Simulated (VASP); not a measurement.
An input for Quantum ESPRESSO's pw.x (written as the equivalent of a VASP run, and not itself run):

```
&CONTROL
  calculation = 'vc-relax'
  pseudo_dir = './pseudo'
  outdir = './out'
  tprnfor = .true.
  tstress = .true.
  nstep = 40
  forc_conv_thr = 0.00078
/
&SYSTEM
  ibrav = 0
  nat = 6
  ntyp = 2
  ecutwfc = 86
  occupations = 'smearing'
  smearing = 'gaussian'
  degauss = 0.003675
  input_dft = 'pbe'
/
&ELECTRONS
  conv_thr = 7.3e-08
  electron_maxstep = 100
/
&IONS
/
&CELL
  press = 50
/
ATOMIC_SPECIES
  W 183.840 W.upf
  Se 78.971 Se.upf
CELL_PARAMETERS angstrom
     1.6619639   -2.8786055    0.0000000
     1.6619639    2.8786055    0.0000000
     0.0000000    0.0000000   14.7572917
ATOMIC_POSITIONS crystal
  W    0.3333330  0.6666670  0.2500000
  W    0.6666670  0.3333330  0.7500000
  Se   0.3333330  0.6666670  0.8637926
  Se   0.6666670  0.3333330  0.3637926
  Se   0.6666670  0.3333330  0.1362074
  Se   0.3333330  0.6666670  0.6362074
K_POINTS automatic
  8 8 2 0 0 0
```

Translate this input to VASP (INCAR, KPOINTS, POSCAR, choice of POTCAR).

One answer among several that fit: 
**INCAR**
```
! general
SYSTEM =WSe2
PREC   =Accurate
ENCUT  =500   ! plane-wave cut-off (eV)
LREAL  =.False.   ! projection in real space or not
LASPH  =.True.   ! aspherical one-centre terms

! electronic loop
EDIFF  =1E-6
NELM   =100   ! most electronic steps
ALGO   =Normal
LMAXMIX=6

! smearing
ISMEAR =0   ! Gaussian
SIGMA  =0.05   ! width (eV)

! functional
GGA    =PE   ! PBE

! ions
IBRION =2
NSW    =40   ! most ionic steps
ISIF   =3   ! ions, shape and volume
EDIFFG =-0.02   ! ionic stop
PSTRESS=50

! output
LWAVE  =.False.
LCHARG =.False.
```

**KPOINTS**
```
kpoints
0
Gamma
 8 8 2
```

POSCAR:
```
WSe2
1
    1.6619638773    -2.8786055388     0.0000000000
    1.6619638773     2.8786055388     0.0000000000
    0.0000000000     0.0000000000    14.7572916539
W Se
2 4
Direct
  0.3333330000   0.6666670000   0.2500000000
  0.6666670000   0.3333330000   0.7500000000
  0.3333330000   0.6666670000   0.8637925979
  0.6666670000   0.3333330000   0.3637925979
  0.6666670000   0.3333330000   0.1362074021
  0.3333330000   0.6666670000   0.6362074021
```

POTCAR, in this order: W_sv Se (PBE.64 set). Program: vasp_std.

What does not carry over: the potentials are each code's own (VASP's PAW set, PseudoDojo norm-conserving files in pw.x), so ENCUT and ecutwfc are chosen apart and not converted; conv_thr bounds pw.x's estimated SCF error, while EDIFF bounds the energy change between steps; forc_conv_thr acts on force components and is met together with etot_conv_thr.

The compound is WSe2 in the 2H layered structure. This run relaxes it under an external pressure of 5 GPa. Symmetry was kept, so distortions that lower it aren't found.
